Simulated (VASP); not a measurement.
Given:

```
Cd2SeTe
1.0
    4.45550     0.00000     0.00000
    0.00000     4.45550     0.00000
    0.00000     0.00000     6.25540
Cd Te Se
2 1 1
Direct
  0.50000   0.00000   0.76752
  0.00000   0.50000   0.23248
  0.00000   0.00000   0.50000
  0.50000   0.50000   0.00000
```

Method: PBEsol GGA, VASP's PBE PAW potentials (set 64) (plane waves; VASP). Run with 400 eV cut-off, Gaussian smearing of 0.050 eV, potentials Cd Te Se.

Unless said otherwise, spin-orbit coupling is left out, though it shifts the bands of the heavy elements here.

Task: Give the energies of bands 13 to 21 at the high-symmetry points, in eV from the valence-band maximum.

Result: 
```
band      Γ      X      M      Z      R      A
----  -----  -----  -----  -----  -----  -----
13    -4.26  -3.79  -4.32  -2.92  -4.63  -4.21
14    -2.02  -3.73  -4.32  -2.50  -4.40  -4.21
15    -2.02  -2.18  -2.12  -1.51  -1.23  -2.39
16    -0.07  -2.16  -1.91  -1.51  -0.86  -2.35
17     0.00  -1.25  -1.91  -0.77  -0.78  -2.35
18     0.00  -0.48  -1.72  -0.77  -0.44  -2.21
19     0.41   2.99   2.58   2.92   1.54   4.44
20     2.77   3.59   2.74   3.04   2.33   4.44
21     2.99   4.90   3.05   3.46   5.50   4.56
```

The gap is direct, 0.41 eV, from the valence maximum at Γ to the conduction minimum at Γ.

The structure comes from a computed database's Cd2TeSe entry (P-4m2); how it stands against other phases isn't given here. It was relaxed first.
